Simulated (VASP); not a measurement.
Crystal: PtSe2.

```
CELL_PARAMETERS angstrom
3.72400 0.00000 0.00000
-1.86200 3.22508 0.00000
0.00000 0.00000 5.06200
ATOMIC_POSITIONS crystal
Pt 0.00000 0.00000 0.00000
Se 0.33333 0.66667 0.25000
Se 0.66667 0.33333 0.75000
```

| Property | Result |
| --- | --- |
| Program | VASP 6.6.1 |
| Task | relaxation of cell and atoms |
| Functional | r2SCAN |
| Potentials or basis | VASP PAW PBE potentials, release 64 (Pt, Se) |
| Cutoff | 600 eV |
| k mesh | 9 × 9 × 6 |
| Occupations | gaussian, width 0.02 eV |
| Spin | no spin polarisation |

At the start: pressure 5.0 GPa; volume 20.27 Å³/atom.

**Question.** How do energy, volume and symmetry change on relaxing?

**Answer.** Over 36 steps the energy falls by 24.1 meV/atom and the volume is 23.14 Å³/atom (+14.2 %); space group P-3m1 (No. 164, to 0.05 Å).

Step by step:
| step | energy change (eV) | largest force (eV/Å) | pressure (GPa) | volume (Å³) |
| --- | --- | --- | --- | --- |
| 1 | 0.0000 | 0.3707 | 5.01 | 60.80 |
| 2 | 0.0562 | 0.8039 | -6.54 | 66.55 |
| 3 | -0.0334 | 0.1200 | 0.04 | 62.88 |
| 4 | -0.0334 | 0.1110 | 0.13 | 62.84 |
| 5 | -0.0375 | 0.1215 | 0.13 | 63.08 |
| 6 | -0.0469 | 0.1520 | 0.19 | 63.78 |
| 7 | -0.0553 | 0.2168 | 0.43 | 65.13 |
| 8 | -0.0596 | 0.2067 | 0.11 | 65.71 |
| 9 | -0.0670 | 0.1741 | -0.74 | 67.46 |
| 10 | -0.0677 | 0.1623 | -1.04 | 68.14 |
| 11 | -0.0705 | 0.0521 | -0.40 | 68.25 |
| 12 | -0.0710 | 0.0202 | 0.02 | 68.31 |
| 13 | -0.0710 | 0.0285 | 0.07 | 68.32 |
| 14 | -0.0712 | 0.0262 | 0.08 | 68.36 |
| 15 | -0.0716 | 0.0194 | 0.12 | 68.49 |
| 16 | -0.0719 | 0.0062 | 0.22 | 68.74 |
| 17 | -0.0719 | 0.0524 | -0.23 | 69.11 |
| 18 | -0.0720 | 0.0221 | 0.00 | 68.92 |
| 19 | -0.0720 | 0.0239 | -0.02 | 68.93 |
| 20 | -0.0721 | 0.0203 | -0.03 | 68.99 |
| 21 | -0.0721 | 0.0093 | -0.07 | 69.15 |
| 22 | -0.0721 | 0.0170 | 0.13 | 69.11 |
| 23 | -0.0722 | 0.0055 | 0.04 | 69.13 |
| 24 | -0.0722 | 0.0037 | 0.03 | 69.13 |
| 25 | -0.0722 | 0.0021 | 0.04 | 69.16 |
| 26 | -0.0722 | 0.0020 | 0.06 | 69.23 |
| 27 | -0.0722 | 0.0123 | -0.02 | 69.31 |
| 28 | -0.0722 | 0.0103 | -0.01 | 69.30 |
| 29 | -0.0722 | 0.0110 | -0.01 | 69.30 |
| 30 | -0.0722 | 0.0092 | -0.02 | 69.33 |
| 31 | -0.0722 | 0.0036 | -0.02 | 69.40 |
| 32 | -0.0722 | 0.0016 | -0.03 | 69.42 |
| 33 | -0.0722 | 0.0089 | 0.06 | 69.40 |
| 34 | -0.0722 | 0.0049 | 0.02 | 69.41 |
| 35 | -0.0722 | 0.0034 | 0.01 | 69.41 |
| 36 | -0.0722 | 0.0008 | 0.01 | 69.42 |

Final structure:
```yaml
crystal:
  lattice:
    - [3.71977, 0.00000, 0.00000]
    - [-1.85989, 3.22142, 0.00000]
    - [0.00000, 0.00000, 5.79347]
  atoms:
    - { symbol: Pt, position: [0.00000, 0.00000, 0.00000] }
    - { symbol: Se, position: [0.33333, 0.66667, 0.22619] }
    - { symbol: Se, position: [0.66667, 0.33333, 0.77381] }
```

Caveat: the PAW data sets were made with another functional, which shifts forces and pressure a little; the volume moved by +14 % from the deposited cell, more than functionals usually miss.
